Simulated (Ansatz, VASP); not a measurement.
**NiO in two plane-wave programs**

Aim: how closely do two programs agree when they are given the same cell, functional and k mesh? The cell is taken from a series of VASP runs on this material, whose earlier steps may have relaxed, scaled or displaced it; both programs get it as it stands.

Program: Ansatz 0.2.0. Level of theory: plane waves, with VASP 6.6.1 beside it; zone-centre phonons at PBEsol with D3(BJ), DFT+U. Results are calculated unless marked as measured.

**1. The starting structure**

The structure is cubic, space group Fm-3m (No. 225). Conventional cell: a = 4.110 Å, b = 4.110 Å, c = 4.110 Å, α = 90.00°, β = 90.00°, γ = 90.00°. Ni has 6 O at 2.05 Å nearest. Nearest to O lie 6 Ni at 2.05 Å. Farther neighbours and most contacts between anions are not listed.

Structure file:

```xyz
2
Lattice="0.0000 2.0549 2.0549 2.0549 0.0000 2.0549 2.0549 2.0549 0.0000" Properties=species:S:1:pos:R:3 pbc="T T T"
Ni    0.0000    0.0000    0.0000
O     2.0549    2.0549    2.0549
```

**2. VASP: zone-centre phonons, PBEsol with D3(BJ), DFT+U**

Second derivatives magnify differences that forces hide, and they need a tight electronic threshold.

Lines of VASP's logs that name or quote its potential files are left out, and so is its time.

Contents of INCAR:

```
SYSTEM = NiO
PREC = Accurate
ENCUT = 520
EDIFF = 1E-08
NELM = 100
ISMEAR = 0
SIGMA = 0.03
LREAL = .FALSE.
ALGO = Normal
GGA = PS
IVDW = 12
NBANDS = 16
ISPIN = 2
MAGMOM = 1 0
LDAU = .TRUE.
LDAUTYPE = 2
LDAUL = 2 -1
LDAUU = 6.2 0
LDAUJ = 0 0
LDAUPRINT = 1
LASPH = .TRUE.
LMAXMIX = 4
LORBIT = 11
LWAVE = .FALSE.
LCHARG = .FALSE.
KPAR = 4
IBRION = 6
NFREE = 2
POTIM = 0.015
NSW = 1
ISIF = 2
```

Contents of POSCAR:

```
NiO
1.0
    0.0000000000      2.0548606752      2.0548606752
    2.0548606752      0.0000000000      2.0548606752
    2.0548606752      2.0548606752      0.0000000000
Ni O
1 1
Direct
    0.0000000000      0.0000000000      0.0000000000
    0.5000000000      0.5000000000      0.5000000000
```

Contents of KPOINTS:

```
Automatic mesh
0
Gamma
12 12 12
0 0 0
```

The projector-augmented-wave data sets are Ni and O (PBE family, release 64).

The run is started by

```console
mpirun -np 4 vasp_std
```

Numbers of over 12 decimals in the logs are rounded to 6 here.

The log of the run:

```text
[banner, memory and clock lines left out]
running    4 mpi-ranks, on    1 nodes
 distrk:  each k-point on    1 cores,    4 groups
 distr:  one band on    1 cores,    1 groups

 POSCAR found type information on POSCAR NiO
 POSCAR found :  2 types and       2 ions
|                                                                             |
|               ----> ADVICE to this user running VASP <----                  |
|                                                                             |
|     You enforced a specific xc type in the INCAR file but a different       |
|     [... a line on the potential file left out ...]
|     I HOPE YOU KNOW WHAT YOU ARE DOING!                                     |
|                                                                             |

 LDA part: xc-table for (Slater+PW92), standard interpolation
 POSCAR, INCAR and KPOINTS ok, starting setup
 FFT: planning ... GRIDC
 FFT: planning ... GRID_SOFT
 FFT: planning ... GRID
 WAVECAR not read
 entering main loop
       N       E                     dE             d eps       ncg     rms          rms(c)
DAV:   1     0.775651479386E+02    0.77565E+02   -0.74574E+03  4832   0.127E+03
DAV:   2    -0.595314339671E+01   -0.83518E+02   -0.73662E+02  5144   0.249E+02
DAV:   3    -0.100181990440E+02   -0.40651E+01   -0.39895E+01  5432   0.593E+01
DAV:   4    -0.100487528806E+02   -0.30554E-01   -0.30550E-01  5584   0.499E+00
DAV:   5    -0.100492443087E+02   -0.49143E-03   -0.49143E-03  5552   0.635E-01    0.179E+01
DAV:   6    -0.105661664342E+02   -0.51692E+00   -0.12976E+01  5384   0.757E+01    0.202E+01
DAV:   7    -0.107315450997E+02   -0.16538E+00   -0.10203E+00  5064   0.243E+01    0.104E+01
DAV:   8    -0.109025605558E+02   -0.17102E+00   -0.16338E-01  5680   0.427E+00    0.615E+00
DAV:   9    -0.109871543636E+02   -0.84594E-01   -0.53790E-02  5720   0.724E+00    0.443E-01
DAV:  10    -0.109918648160E+02   -0.47105E-02   -0.23578E-02  6112   0.206E+00    0.466E-01
DAV:  11    -0.109920101991E+02   -0.14538E-03   -0.23296E-03  5800   0.925E-01    0.143E-01
DAV:  12    -0.109923982598E+02   -0.38806E-03   -0.21190E-04  5024   0.494E-01    0.475E-02
DAV:  13    -0.109924435204E+02   -0.45261E-04   -0.71601E-05  6624   0.153E-01    0.152E-02
DAV:  14    -0.109924474527E+02   -0.39323E-05   -0.20436E-05  6200   0.510E-02    0.557E-03
DAV:  15    -0.109924475681E+02   -0.11537E-06   -0.12280E-06  5880   0.157E-02    0.297E-03
DAV:  16    -0.109924475367E+02    0.31380E-07   -0.13494E-07  5280   0.405E-03    0.123E-03
DAV:  17    -0.109924475027E+02    0.34024E-07   -0.37891E-08  5088   0.436E-03    0.909E-04
DAV:  18    -0.109924475216E+02   -0.18947E-07   -0.16222E-08  3568   0.171E-03    0.128E-04
DAV:  19    -0.109924475254E+02   -0.38226E-08   -0.63279E-10  2672   0.266E-04
   1 F= -.11445736E+02 E0= -.11445736E+02  d E =-.641801E-13  mag=     2.0000
[...]
2 F= -.11445023E+02 E0= -.11445023E+02  d E =-.922429E-13  mag=     2.0000
[...]
3 F= -.11445023E+02 E0= -.11445023E+02  d E =-.921986E-13  mag=     2.0000
[...]
4 F= -.11445020E+02 E0= -.11445020E+02  d E =-.923496E-13  mag=     2.0000
 Finite differences progress:
  Degree of freedom:   2/  2
  Displacement:        1/  2
  Total:               3/  4
 bond charge predicted
       N       E                     dE             d eps       ncg     rms          rms(c)
DAV:   1    -0.109887913056E+02    0.29210E-02   -0.34528E+00 10432   0.134E+01    0.297E-01
DAV:   2    -0.109920236949E+02   -0.32324E-02   -0.39098E-02 12024   0.174E+00    0.163E-01
DAV:   3    -0.109917101886E+02    0.31351E-03   -0.61654E-04 13144   0.291E-01    0.145E-01
DAV:   4    -0.109917107018E+02   -0.51320E-06   -0.17029E-04 12864   0.145E-01    0.313E-02
DAV:   5    -0.109917134330E+02   -0.27312E-05   -0.23885E-05 11896   0.442E-02    0.162E-02
DAV:   6    -0.109917126086E+02    0.82439E-06   -0.11791E-06 13688   0.259E-02    0.908E-03
DAV:   7    -0.109917123240E+02    0.28459E-06   -0.87686E-07 12712   0.129E-02    0.259E-03
DAV:   8    -0.109917123417E+02   -0.17655E-07   -0.28264E-07 12288   0.578E-03    0.941E-04
DAV:   9    -0.109917123284E+02    0.13303E-07   -0.10476E-08  7800   0.118E-03    0.551E-04
DAV:  10    -0.109917123252E+02    0.31614E-08   -0.22804E-09  5888   0.466E-04
   5 F= -.11445020E+02 E0= -.11445020E+02  d E =-.922651E-13  mag=     2.0000
 Finite differences progress:
  Degree of freedom:   2/  2
  Displacement:        2/  2
  Total:               4/  4
```

OUTCAR, selected parts (step 2):

```text
ion  position               nearest neighbor table
   1  0.000  0.000  0.000-   2 2.05   2 2.05   2 2.05   2 2.05   2 2.05   2 2.05
   2  0.500  0.500  0.500-   1 2.05   1 2.05   1 2.05   1 2.05   1 2.05   1 2.05

  LATTYP: Found a face centered cubic cell.
 ALAT       =     4.1097213504

 Subroutine GETGRP returns: Found 48 space group operations
 (whereof 48 operations were pure point group operations)

The static configuration has the point symmetry O_h .

 Found     72 irreducible k-points:

   k-points           NKPTS =     72   k-points in BZ     NKDIM =     72   number of bands    NBANDS=     16

   dimension x,y,z NGX =    24 NGY =   24 NGZ =   24
   dimension x,y,z NGXF=    48 NGYF=   48 NGZF=   48

   ENCUT  =  520.0 eV  38.22 Ry    6.18 a.u.   5.40  5.40  5.40*2*pi/ulx,y,z

   NELECT =      16.0000    total number of electrons

 k-points in reciprocal lattice and weights: Automatic mesh
   0.00000000  0.00000000  0.00000000       0.001
   0.08333333  0.00000000  0.00000000       0.005
   0.16666667  0.00000000  0.00000000       0.005
   0.25000000  0.00000000  0.00000000       0.005
   0.33333333  0.00000000  0.00000000       0.005
   0.41666667  0.00000000  0.00000000       0.005
   0.50000000  0.00000000  0.00000000       0.002
   0.08333333  0.08333333  0.00000000       0.003
   0.16666667  0.08333333  0.00000000       0.014
[...]
-0.33333333  0.50000000  0.16666667       0.007
  -0.25000000  0.50000000  0.25000000       0.003

 Edisp (eV)   -0.45331

atom =   1  type =  1  l = 2

 onsite density matrix

spin component  1

  0.9853 -0.0000  0.0000 -0.0000  0.0000
 -0.0000  0.9852  0.0000  0.0000 -0.0000
  0.0000  0.0000  1.0478  0.0000 -0.0000
 -0.0000  0.0000  0.0000  0.9853  0.0000
  0.0000 -0.0000 -0.0000  0.0000  1.0479

spin component  2

  0.9836 -0.0000 -0.0000 -0.0000 -0.0000
 -0.0000  0.9836  0.0000  0.0000  0.0000
 -0.0000  0.0000  0.1564 -0.0000 -0.0001
 -0.0000  0.0000 -0.0000  0.9836 -0.0000
[...]
band No.  band energies     occupation
    ...
      5       2.2837      1.00000
      6       2.2852      1.00000
      7       5.6885      1.00000
      8       5.6885      1.00000
      9       5.6891      1.00000
     10      10.3104      0.00000
     11      25.3354      0.00000
     12      25.3356      0.00000
     13      25.3357      0.00000
     14      26.2865      0.00000
    ...

 k-point     2 :       0.0833    0.0000    0.0000
  band No.  band energies     occupation
    ...
      5       2.3038      1.00000
      6       2.3051      1.00000
      7       5.2779      1.00000
      8       5.8359      1.00000
      9       5.8367      1.00000
     10      10.8347      0.00000
     11      23.5384      0.00000
     12      25.3438      0.00000
     13      25.3440      0.00000
     14      27.9844      0.00000
    ...

 k-point     3 :       0.1667    0.0000    0.0000
  band No.  band energies     occupation
    ...
      5       2.3905      1.00000
      6       2.3914      1.00000
      7       4.5875      1.00000
      8       6.1985      1.00000
      9       6.1991      1.00000
     10      11.9443      0.00000
     11      21.6205      0.00000
     12      25.0905      0.00000
     13      25.0910      0.00000
     14      28.5618      0.00000
    ...

 k-point     4 :       0.2500    0.0000    0.0000
  band No.  band energies     occupation
    ...
      5       2.5419      1.00000
      6       2.5425      1.00000
      7       4.2171      1.00000
      8       6.6289      1.00000
      9       6.6293      1.00000
     10      13.0568      0.00000
     11      20.1165      0.00000
     12      24.2930      0.00000
     13      24.2938      0.00000
     14      28.7941      0.00000
    ...

 k-point     5 :       0.3333    0.0000    0.0000
  band No.  band energies     occupation
    ...
      5       2.7098      1.00000
      6       2.7102      1.00000
      7       4.1648      1.00000
      8       7.0112      1.00000
      9       7.0113      1.00000
     10      13.7997      0.00000
     11      19.2059      0.00000
     12      23.3987      0.00000
     13      23.3997      0.00000
     14      28.6522      0.00000
    ...

 k-point     6 :       0.4167    0.0000    0.0000
  band No.  band energies     occupation
    ...
      5       2.8388      1.00000
      6       2.8391      1.00000
      7       4.2277      1.00000
      8       7.2702      1.00000
      9       7.2703      1.00000
     10      14.0460      0.00000
     11      18.9052      0.00000
     12      22.7695      0.00000
     13      22.7709      0.00000
     14      28.6246      0.00000
    ...

 spin component 2
 k-point     1 :       0.0000    0.0000    0.0000
  band No.  band energies     occupation
    ...
      3       3.3632      1.00000
      4       3.3646      1.00000
      5       6.0787      1.00000
      6       6.0842      1.00000
      7       6.0842      1.00000
      8       9.5457      0.00000
      9       9.5491      0.00000
     10      10.6729      0.00000
     11      25.6620      0.00000
     12      25.6634      0.00000
    ...

 Edisp (eV)   -0.45331

  Total       0.00943    -0.00378    -0.00378    -0.00000     0.00000     0.00000
  in kB       0.87068    -0.34928    -0.34928    -0.00000     0.00000     0.00000
  external pressure =        0.06 kB  Pullay stress =        0.00 kB

  energy-cutoff  :      520.00
  volume of cell :       17.35
      direct lattice vectors                 reciprocal lattice vectors
     0.000000000  2.054860675  2.054860675    -0.243325499  0.243325499  0.243325499
     2.054860675  0.000000000  2.054860675     0.243325499 -0.243325499  0.243325499
     2.054860675  2.054860675  0.000000000     0.243325499  0.243325499 -0.243325499

 POSITION                                       TOTAL-FORCE (eV/Angst)
 -----------------------------------------------------------------------------------
      0.00000      0.00000      0.00000        -0.085480      0.000000      0.000000
      2.03986      2.05486      2.05486         0.085480      0.000000      0.000000
 -----------------------------------------------------------------------------------
    total drift:                               -0.000071      0.000000     -0.000000

  FREE ENERGIE OF THE ION-ELECTRON SYSTEM (eV)
  ---------------------------------------------------
  free  energy   TOTEN  =       -11.4450201614 eV

  energy  without entropy=      -11.4450201614  energy(sigma->0) =      -11.44502016

 Eigenvectors and eigenvalues of the dynamical matrix
 ----------------------------------------------------

   1 f  =   10.522349 THz    66.113866 2PiTHz  350.987770 cm-1    43.516918 meV
             X         Y         Z           dx          dy          dz
      0.000000  0.000000  0.000000     0.000000    0.462606    0.000000
      2.054861  2.054861  2.054861     0.000000   -0.886564    0.000000

   2 f  =   10.522349 THz    66.113866 2PiTHz  350.987770 cm-1    43.516918 meV
             X         Y         Z           dx          dy          dz
      0.000000  0.000000  0.000000    -0.462606    0.000000    0.000000
      2.054861  2.054861  2.054861     0.886564    0.000000    0.000000

   3 f  =   10.522349 THz    66.113866 2PiTHz  350.987770 cm-1    43.516918 meV
             X         Y         Z           dx          dy          dz
      0.000000  0.000000  0.000000     0.000000    0.000000   -0.462606
      2.054861  2.054861  2.054861     0.000000    0.000000    0.886564

   4 f/i=    0.002755 THz     0.017312 2PiTHz    0.091904 cm-1     0.011395 meV
             X         Y         Z           dx          dy          dz
      0.000000  0.000000  0.000000     0.886564    0.000000    0.000000
      2.054861  2.054861  2.054861     0.462606    0.000000    0.000000

   5 f/i=    0.002755 THz     0.017312 2PiTHz    0.091904 cm-1     0.011395 meV
             X         Y         Z           dx          dy          dz
      0.000000  0.000000  0.000000     0.000000   -0.886564    0.000000
      2.054861  2.054861  2.054861     0.000000   -0.462606    0.000000

   6 f/i=    0.002755 THz     0.017312 2PiTHz    0.091904 cm-1     0.011395 meV
             X         Y         Z           dx          dy          dz
      0.000000  0.000000  0.000000     0.000000    0.000000    0.886564
      2.054861  2.054861  2.054861     0.000000    0.000000    0.462606

 ELASTIC MODULI CONTR FROM IONIC RELAXATION (kBar)
 Direction    XX          YY          ZZ          XY          YZ          ZX
 --------------------------------------------------------------------------------
 XX           0.0000      0.0000      0.0000      0.0000      0.0000      0.0000
 YY           0.0000      0.0000      0.0000      0.0000      0.0000      0.0000
 ZZ           0.0000      0.0000      0.0000      0.0000      0.0000      0.0000
 XY           0.0000      0.0000      0.0000      0.0000      0.0000      0.0000
 YZ           0.0000      0.0000      0.0000      0.0000      0.0000      0.0000
 ZX           0.0000      0.0000      0.0000      0.0000      0.0000      0.0000
 --------------------------------------------------------------------------------

 total charge
# of ion       s       p       d       tot
------------------------------------------
    1        0.364   0.472   8.284   9.120
    2        1.541   3.486   0.000   5.027
--------------------------------------------------
tot          1.905   3.958   8.284  14.147

 magnetization (x)
# of ion       s       p       d       tot
------------------------------------------
    1        0.011   0.014   1.784   1.810
    2        0.019   0.168   0.000   0.188
--------------------------------------------------
tot          0.031   0.183   1.784   1.998

[... 5 further parts left out ...]
```

The cell holds one magnetic atom, so no antiferromagnetic order fits into it. The last energy, forces, stress and levels in OUTCAR belong to the last displaced cell, not to the cell of POSCAR.

(Part 1 of 2 ends here.)

[Lines on the potential files, build, host, timing and source positions are cut from VASP's logs without a mark.]

[Logs are printed without paths, hosts, clocks, repeated set-up lines and the standing remarks that a program may print on its own settings, such as how far it seeks lower states.]

[Hosts, paths, dates, database ids (printed as entryN), source tags and the programs' standing remarks are cut or masked in the printed files.]
